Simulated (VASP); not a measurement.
Input:

```xyz
3
Lattice="0.0000 2.6987 2.6987 2.6987 0.0000 2.6987 2.6987 2.6987 0.0000" Properties=species:S:1:pos:R:3 pbc="T T T"
Ce     0.0000     0.0000     0.0000
O      1.3493     1.3493     1.3493
O      4.0480     4.0480     4.0480
```

Computed with revTPSS meta-GGA, VASP's PBE PAW potentials (set 64) (plane waves; VASP). Settings: 520 eV cut-off, 7×7×7 Γ-centred mesh, Gaussian smearing of 0.050 eV, potentials Ce O.

Energy and stress use the plane-wave basis of the starting cell.

Question: The ions, cell shape and volume are relaxed. Give the cell that the relaxation ends in.

Answer: 
```xyz
3
Lattice="0.0000 2.7184 2.7184 2.7184 0.0000 2.7184 2.7184 2.7184 0.0000" Properties=species:S:1:pos:R:3 pbc="T T T"
Ce     0.0000     0.0000     0.0000
O      1.3592     1.3592     1.3592
O      4.0776     4.0776     4.0776
```
Space group Fm-3m (225), at a tolerance of 0.03 Å.

Question: How do energy and volume change from the first to the last step?

Answer: The energy (σ→0) changes by -3.8 meV/atom and the volume by +2.2 %, in 3 ionic steps.

| step | E(σ→0) (eV) | max force (eV/Å) | pressure (GPa) | volume (Å³) |
|---|---|---|---|---|
| 1 | -5.3362 | 0.000 | 4.33 | 39.31 |
| 2 | -5.3280 | 0.000 | -5.18 | 41.35 |
| 3 | -5.3476 | 0.000 | -0.01 | 40.18 |

The compound is CeO2 in the fluorite structure. This run relaxes it. Symmetry was kept, so distortions that lower it aren't found. The run is not spin-polarised, so no magnetic state was tried.
